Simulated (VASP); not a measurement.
# Ba2Re (P-3m1) in VASP: relaxation of cell and atoms with LDA

Aim: the relaxation of cell and atoms of Ba2Re with LDA.

Everything below comes from runs of VASP 6.6.1. Logs are shortened: lines on timing, memory, paths and dates and some standing lists are left out, and cuts for length are marked.

**1. Starting point**

It takes space group P-3m1 (No. 164, trigonal). The conventional cell has a = 5.344 Å, b = 5.344 Å, c = 3.527 Å, α = 90.00°, β = 90.00°, γ = 120.00°. Around Ba (site symmetry 3m) lie 3 Re at 3.22 Å and 8 Ba at 3.51 to 3.59 Å. Around Re (site symmetry -3m) lie 6 Ba at 3.22 Å and 2 Re at 3.53 Å.

The cell was built by a generator and needn't be a form met in nature.

**2. Relaxation of cell and atoms, LDA**

The input, INCAR:

```
PREC     = Accurate       # precision mode
ENCUT    = 600            # plane-wave cutoff, eV
EDIFF    = 1E-7           # SCF threshold, eV
ISMEAR   = -1             # smearing method
SIGMA    = 0.05           # smearing width, eV
LREAL    = False          # projectors in reciprocal space
LASPH    = True           # aspherical terms in the spheres
NELM     = 100            # most SCF steps
ALGO     = Normal         # electronic algorithm
ISIF     = 3              # what is computed and relaxed
LWAVE    = False          # write WAVECAR
LCHARG   = False          # write CHGCAR
IBRION   = 2              # ionic algorithm
NSW      = 40             # ionic steps
EDIFFG   = -0.01          # ionic threshold
```

The input, KPOINTS:

```
regular mesh
0
Gamma
  5 5 6
```

The input, POSCAR:

```
Ba2Re
1.0
    5.3437000000      0.0000000000      0.0000000000
   -2.6718500000      4.6277800000      0.0000000000
    0.0000000000      0.0000000000      3.5273000000
Ba Re
2 1
Direct
    0.6666700000      0.3333300000      0.7385400000
    0.3333300000      0.6666700000      0.2614600000
    0.0000000000      0.0000000000      0.0000000000
```

Potentials or basis: VASP PAW LDA potentials, release 64 (Ba_sv, Re).

On the command line:

```
cat potpaw_LDA.64/Ba_sv/POTCAR potpaw_LDA.64/Re/POTCAR > POTCAR
mpirun -np 1 vasp_std > vasp.out
```

OUTCAR:

```text
PREC = Accurate
   ENCUT = 600
   EDIFF = 1E-7
   ISMEAR = -1
   LREAL = False
   LASPH = True
   NELM = 100
   ISIF = 3
   IBRION = 2
   NSW = 40
   EDIFFG = -0.01

 ion  position               nearest neighbor table
   1  0.667  0.333  0.739-   3 3.22   3 3.22   3 3.22   2 3.51   2 3.51   2 3.51   2 3.59   2 3.59
                             2 3.59   3 4.04   3 4.04   3 4.04
   2  0.333  0.667  0.261-   3 3.22   3 3.22   3 3.22   1 3.51   1 3.51   1 3.51   1 3.59   1 3.59
                             1 3.59   3 4.04   3 4.04   3 4.04
   3  0.000  0.000  0.000-   1 3.22   2 3.22   1 3.22   2 3.22   1 3.22   2 3.22   1 4.04   2 4.04
                             1 4.04   2 4.04   1 4.04   2 4.04

  LATTYP: Found a hexagonal cell.
 ALAT       =     5.3437000000
 C/A-ratio  =     0.6600857084

  Lattice vectors:

 A1 = (   5.3437000000,   0.0000000000,   0.0000000000)
 A2 = (  -2.6718500000,   4.6277800000,   0.0000000000)
 A3 = (   0.0000000000,   0.0000000000,   3.5273000000)

Analysis of symmetry for initial positions (statically):
=====================================================================
 Subroutine PRICEL returns:
 Original cell was already a primitive cell.

 Routine SETGRP: Setting up the symmetry group for a
 hexagonal supercell.

 Subroutine GETGRP returns: Found  4 space group operations
 (whereof  4 operations were pure point group operations)
 out of a pool of 24 trial point group operations.

The static configuration has the point symmetry C_2h.

Analysis of symmetry for dynamics (positions and initial velocities):
=====================================================================
 Subroutine PRICEL returns:
 Original cell was already a primitive cell.

 Routine SETGRP: Setting up the symmetry group for a
 hexagonal supercell.

 Subroutine GETGRP returns: Found  4 space group operations
 (whereof  4 operations were pure point group operations)
 out of a pool of 24 trial point group operations.

The dynamic configuration has the point symmetry C_2h.

 Subroutine INISYM returns: Found  4 space group operations
 (whereof  4 operations are pure point group operations),
 and found     1 'primitive' translations

----------------------------------------------------------------------------------------

                                     Primitive cell

  volume of cell :      87.2283

  direct lattice vectors                    reciprocal lattice vectors
     5.343700000  0.000000000  0.000000000     0.187136254  0.108043165  0.000000000
    -2.671850000  4.627780000  0.000000000     0.000000000  0.216086331  0.000000000
     0.000000000  0.000000000  3.527300000     0.000000000  0.000000000  0.283502963

  length of vectors
     5.343700000  5.343700043  3.527300000     0.216086333  0.216086331  0.283502963

  position of ions in fractional coordinates (direct lattice)
     0.666670000  0.333330000  0.738540000
     0.333330000  0.666670000  0.261460000
     0.000000000  0.000000000  0.000000000

  ion indices of the primitive-cell ions
   primitive index   ion index
                 1           1
                 2           2
                 3           3

----------------------------------------------------------------------------------------

 KPOINTS: regular mesh

Automatic generation of k-mesh.
 Grid dimensions read from file:
 generate k-points for:    5    5    6

 Generating k-lattice:

  Cartesian coordinates                     Fractional coordinates (reciprocal lattice)
     0.037427251  0.021608633  0.000000000     0.200000000  0.000000000  0.000000000
     0.000000000  0.043217266  0.000000000     0.000000000  0.200000000  0.000000000
     0.000000000  0.000000000  0.047250494     0.000000000  0.000000000  0.166666667

  Length of vectors
     0.043217267  0.043217266  0.047250494

  Shift w.r.t. Gamma in fractional coordinates (k-lattice)
     0.000000000  0.000000000  0.000000000

 Subroutine IBZKPT returns following result:
 ===========================================

 Found     48 irreducible k-points:

 Following reciprocal coordinates:
            Coordinates               Weight
  0.000000  0.000000  0.000000      1.000000
  0.200000  0.000000  0.000000      4.000000
 -0.200000  0.200000  0.000000      2.000000
  0.400000  0.000000  0.000000      4.000000
 -0.400000  0.400000  0.000000      2.000000
  0.200000  0.200000  0.000000      2.000000
[... 16 lines left out ...]
  0.400000  0.400000  0.166667      4.000000
 -0.400000 -0.200000  0.166667      4.000000
 [... further k-points ...]
   k-points           NKPTS =     48   k-points in BZ     NKDIM =     48   number of bands    NBANDS=     17
   number of dos      NEDOS =    301   number of ions     NIONS =      3
   total plane-waves  NPLWV =  64512
   dimension x,y,z NGX =    48 NGY =   48 NGZ =   28
   dimension x,y,z NGXF=    96 NGYF=   96 NGZF=   56
   ions per type =               2   1
   NGX,Y,Z   is equivalent  to a cutoff of  14.93, 14.93, 13.20 a.u.
   NGXF,Y,Z  is equivalent  to a cutoff of  29.87, 29.87, 26.39 a.u.
 SYSTEM =  unknown system
   PREC   = accura    normal or accurate (medium, high low for compatibility)
   ISTART =      0    job   : 0-new  1-cont  2-samecut
   ICHARG =      2    charge: 1-file 2-atom 10-const
   ISPIN  =      1    spin polarized calculation?
   LNONCOLLINEAR =      F non collinear calculations
   LSORBIT =      F    spin-orbit coupling
   LASPH  =      T    aspherical Exc in radial PAW
   ENCUT  =  600.0 eV  44.10 Ry    6.64 a.u.  10.67 10.67  7.04*2*pi/ulx,y,z
   NELM   =    100;   NELMIN=  2; NELMDL= -5     # of ELM steps
   EDIFF  = 0.1E-06   stopping-criterion for ELM
   LREAL  =      F    real-space projection
   EDIFFG = -.1E-01   stopping-criterion for IOM
   NSW    =     40    number of steps for IOM
   IBRION =      2    ionic relax: 0-MD 1-quasi-New 2-CG
   NFREE  =      1    steps in history (QN), initial steepest desc. (CG)
   ISIF   =      3    stress and relaxation
   ISYM   =      2    0-nonsym 1-usesym 2-fastsym
   POTIM  = 0.5000    time-step for ionic-motion
   TEBEG  =    0.0;   TEEND  =   0.0 temperature during run
   PSTRESS=    0.0 pullay stress
   NELECT =      27.0000    total number of electrons
   NUPDOWN=      -1.0000    fix difference up-down
   EMIN   =  10.00;   EMAX   =-10.00  energy-range for DOS
   EFERMI =   0.00;   METHOD = LEGACY
   ISMEAR =    -1;   SIGMA  =   0.05  broadening in eV -4-tet -1-fermi 0-gaus
   EFERMI_NEDOS =   21; number of points for ismear=-14 and -15
   IALGO  =     38    algorithm
   IMIX   =      4    mixing-type and parameters
     AMIX     =   0.40;   BMIX     =  1.00
     AMIX_MAG =   1.60;   BMIX_MAG =  1.00
  volume/ion in A,a.u.               =      29.08       196.22
  Fermi-wavevector in a.u.,A,eV,Ry     =   1.107415  2.092711 16.685746  1.226368
  Thomas-Fermi vector in A             =   2.243929
   LORBIT       =      0    0 simple, 1 ext, 2 COOP (PROOUT), +10 PAW based schemes
   GGA     = CA    functional components
   LHFCALC =     F    Hartree Fock is set to
   AEXX    =    0.0000 exact exchange contribution
   IVDW    =     0    specifies the selected vdW correction
   LEPSILON=     F    determine dielectric tensor
   LRPA    =     F    only Hartree local field effects (RPA)
 conjugate gradient relaxation of ions
 non-spin polarized calculation
  energy-cutoff  :      600.00
  volume of cell :       87.23
 maximum number of plane-waves:      2942
 NGX is ok and might be reduce to    48
   NGX = 21   NGY = 21   NGZ = 15

--------------------------------------- Ionic step        1  -------------------------------------------

 number of electron      26.9999999 magnetization

 Free energy of the ion-electron system (eV)
  ---------------------------------------------------
  ext. energy  EPLUGINS =         0.00000000
  ---------------------------------------------------
  free energy    TOTEN  =       -14.65965320 eV

  energy without entropy =      -14.62300496  energy(sigma->0) =      -14.64132908

------------------------ aborting loop because EDIFF is reached ----------------------------------------

  FORCE on cell =-STRESS in cart. coord.  units (eV):
  Direction    XX          YY          ZZ          XY          YZ          ZX
  --------------------------------------------------------------------------------------
  -------------------------------------------------------------------------------------
  Total       -1.7885084     -1.7882662     -1.4763012      0.0002098     -0.0000172      0.0000297
  in kB      -32.8506816    -32.8462336    -27.1161728      0.0038527     -0.0003153      0.0005462
  external PRESSURE =     -30.9376960 kB  Pullay stress =       0.0000000 kB
[... 281 lines left out ...]
  energy  without entropy=      -14.6914809665  energy(sigma->0) =      -14.70738262

--------------------------------------- Ionic step        9  -------------------------------------------

 number of electron      27.0000000 magnetization

 Free energy of the ion-electron system (eV)
  ---------------------------------------------------
  ext. energy  EPLUGINS =         0.00000000
  ---------------------------------------------------
  free energy    TOTEN  =       -14.72331784 eV

  energy without entropy =      -14.69160801  energy(sigma->0) =      -14.70746292

 E-fermi :   4.2422     XC(G=0): -10.8003

 val. band max:        4.2318797448   @ k =   0.4000   0.4000   0.5000
 cond. band min:       4.2551440987   @ k =   0.0000   0.2000   0.1667
 fundamental gap:      0.0232643539
 Fermi energy:         4.2422184290

 k-point     1 :       0.0000    0.0000    0.0000
  band No.  band energies     occupation
      1     -23.7548      2.00000
      2     -23.0153      2.00000
      3      -9.6939      2.00000
      4      -9.6939      2.00000
      5      -8.0583      2.00000
      6      -7.9529      2.00000
[... 9 lines left out ...]
     16       5.0778      0.00000
     17       5.0779      0.00000
[... 443 lines left out ...]
      1     -23.3815      2.00000
      2     -23.2509      2.00000
      3      -9.8579      2.00000
      4      -9.2549      2.00000
      5      -8.8569      2.00000
      6      -8.1284      2.00000
[... 9 lines left out ...]
     16       6.2552      0.00000
     17       6.8038      0.00000

 [... further k-points ...]

------------------------ aborting loop because EDIFF is reached ----------------------------------------

  FORCE on cell =-STRESS in cart. coord.  units (eV):
  Direction    XX          YY          ZZ          XY          YZ          ZX
  --------------------------------------------------------------------------------------
  -------------------------------------------------------------------------------------
  Total        0.0015638      0.0014430     -0.0075883     -0.0001046      0.0000095     -0.0000165
  in kB        0.0309475      0.0285564     -0.1501715     -0.0020708      0.0001884     -0.0003264
  external PRESSURE =      -0.0302225 kB  Pullay stress =       0.0000000 kB
[... 18 lines left out ...]
  FREE ENERGIE OF THE ION-ELECTRON SYSTEM (eV)
  ---------------------------------------------------
  free  energy   TOTEN  =       -14.7233178352 eV

  energy  without entropy=      -14.6916080075  energy(sigma->0) =      -14.70746292

 reached required accuracy - stopping structural energy minimisation
```

Run time: 6.2 min. Hardware: 1 thread of Intel Xeon Platinum 8488C (Sapphire Rapids), shared host; peak memory 0.25 GiB.

What came out:

```
Free energy                            : -14.7233 eV
Relaxed volume                         : 26.99 Å³/atom
Relaxed cell                           : a = 5.255 Å, b = 5.255 Å, c = 3.385 Å, α = 90.00°, β = 90.00°, γ = 120.00°
Space group after relaxing (to 0.05 Å) : P-3m1 (No. 164)
Energy gained by relaxing              : 21.2 meV/atom
Ionic steps                            : 9
Pressure after relaxing                : 0.0 GPa
Band gap on the k mesh                 : none (metal or under the smearing width)
```

Step by step:
```csv
step,energy change (eV),largest force (eV/Å),pressure (GPa),volume (Å³)
1,0.0000,0.0008,-3.09,87.23
2,-0.0541,0.0620,0.92,80.33
3,-0.0582,0.0479,-0.03,81.66
4,-0.0607,0.0344,-0.01,81.44
5,-0.0636,0.0055,0.06,80.92
6,-0.0636,0.0001,0.09,80.83
7,-0.0636,0.0012,0.08,80.84
8,-0.0636,0.0008,-0.09,81.08
9,-0.0637,0.0002,0.00,80.96
```

Final structure:
```yaml
crystal:
  lattice:
    - [5.25517, 0.00003, 0.00001]
    - [-2.62756, 4.55113, -0.00001]
    - [0.00001, -0.00001, 3.38501]
  atoms:
    - { symbol: Ba, position: [0.66667, 0.33333, 0.73621] }
    - { symbol: Ba, position: [0.33333, 0.66667, 0.26379] }
    - { symbol: Re, position: [0.00000, 0.00000, 0.00000] }
```

Spin-orbit coupling is left out, which matters for the levels of Ba, Re.

**3. The reference run**

An earlier run on the cell as given: functional PBE; potentials or basis VASP PAW PBE potentials, release 64 (Ba_sv, Re); cutoff 520 eV; k mesh 6 × 6 × 8; occupations fermi-dirac, width 0.05 eV; no spin polarisation.

- Pressure: 1.8 GPa
- Largest force: 0.050 eV/Å
- Band gap on the k mesh: none (metal or under the smearing width)
